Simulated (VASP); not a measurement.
Given:

```
Sn
1.0
   -2.97330     2.97330     1.62180
    2.97330    -2.97330     1.62180
    2.97330     2.97330    -1.62180
Sn
2
Direct
  0.25000   0.75000   0.50000
  0.00000   0.00000   0.00000
```

Calculation: PBE GGA, VASP's PBE PAW potentials (set 64) (plane waves; VASP). Numerical set-up: 325 eV cut-off, 12×12×12 Γ-centred mesh, first-order Methfessel-Paxton smearing of 0.10 eV, potentials Sn_d.

At this cut-off the stress carries a Pulay error, which pulls relaxed volumes low.

**Question.** Give the stress tensor in GPa (positive for a compressed cell).

**Answer.** 
```
-1.01   0.00   0.00
 0.00  -1.01   0.00
 0.00   0.00  -1.03
```
The pressure is its mean diagonal, -1.01 GPa.

The compound is Sn in the beta structure. The cell was not relaxed at this level. The run is one of a series of settings (ENCUT = 325 against the base run), some of them coarse on purpose.
